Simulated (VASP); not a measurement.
Here is the system:

```yaml
crystal:
  lattice:
    - [0.00000, 2.27818, 2.27818]
    - [2.27818, 0.00000, 2.27818]
    - [2.27818, 2.27818, 0.00000]
  atoms:
    - { symbol: Hf, position: [0.00000, 0.00000, 0.00000] }
    - { symbol: N, position: [0.50000, 0.50000, 0.50000] }
```

Computed with r2SCAN meta-GGA, VASP's PBE PAW potentials (set 64) (plane waves; VASP). Run with 520 eV cut-off, 14×14×14 Γ-centred mesh, first-order Methfessel-Paxton smearing of 0.10 eV, potentials Hf_pv N.

### Question
Give the stress tensor in GPa (positive for a compressed cell).

### Answer

```
-8.11   0.00   0.00
 0.00  -8.11   0.00
 0.00   0.00  -8.11
```
The pressure is its mean diagonal, -8.11 GPa.

The compound is HfN in the rock salt structure. This cell is one point of a volume scan, at 1.03 of the reference volume. The electron count is odd and the run is not spin-polarised, which forces a metal.
